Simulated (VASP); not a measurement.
Data:

```
Ta
1.0
   -1.65257     1.65257     1.65257
    1.65257    -1.65257     1.65257
    1.65257     1.65257    -1.65257
Ta
1
Direct
  0.00000   0.00000   0.00000
```

Method: r2SCAN meta-GGA with spin-orbit coupling, VASP's PBE PAW potentials (set 64) (plane waves; VASP 6.6.1). Numerical set-up: 400 eV cut-off, 14×14×14 Γ-centred mesh, Gaussian smearing of 0.050 eV, potentials Ta_pv.

Task: Predict the energy per atom (σ→0), band gap (over mesh and band path) with the smallest direct gap where there is one.

Result: 
```yaml
band gap (over mesh and band path): none (metal, semimetal or under 0.01 eV)
energy per atom (σ→0): -4753.8 kJ/mol of atoms
```

The absolute energy has meaning only against runs of the same code, potentials and settings.

The compound is Ta in the bcc structure. It was relaxed first.
